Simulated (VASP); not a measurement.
All values below come from r2SCAN meta-GGA, VASP's PBE PAW potentials (set 64) (plane waves; VASP).

A VASP calculation is set up with these files.

File KPOINTS:
```
Automatic
0
gamma
7 7 2
```

**POSCAR**
```
WS2
1
    1.5914346523    -2.7564456521     0.0000000000
    1.5914346523     2.7564456521    -0.0000000000
   -0.0000000000     0.0000000000    12.9263756246
W S
2 4
Direct
  0.3333330000   0.6666670000   0.2500000000
  0.6666670000   0.3333330000   0.7500000000
  0.3333330000   0.6666670000   0.8707715620
  0.6666670000   0.3333330000   0.3707715620
  0.6666670000   0.3333330000   0.1292284380
  0.3333330000   0.6666670000   0.6292284380
```

### INCAR
```
SYSTEM = WS2
PREC = Accurate; ENCUT = 400; LREAL = .FALSE.
LASPH = .TRUE.
EDIFF = 1E-6; NELM = 100; ALGO = Normal
LMAXMIX = 6; LMIXTAU = .TRUE.
ISMEAR = 0; SIGMA = 0.05
METAGGA = R2SCAN
IBRION = 2; NSW = 60; ISIF = 3
EDIFFG = -0.02
LWAVE = .FALSE.; LCHARG = .FALSE.
```

POTCAR, in this order: W_sv S (PBE.64 set). Program: vasp_std.

Problem. What will the output report for the number of irreducible k-points (NKPTS), number of bands (NBANDS), largest plane-wave count, number of space-group operations, FFT grid (NGX, NGY, NGZ)?

Solution. 
```yaml
number of irreducible k-points (NKPTS): 16
number of bands (NBANDS): 31
largest_plane_wave_count: 2075
number_of_space_group_operations: 24
FFT grid (NGX, NGY, NGZ): 24 × 24 × 84
```

The compound is WS2 in the 2H layered structure. This run relaxes it. Symmetry was kept, so distortions that lower it aren't found. The start is the result of an earlier pass.
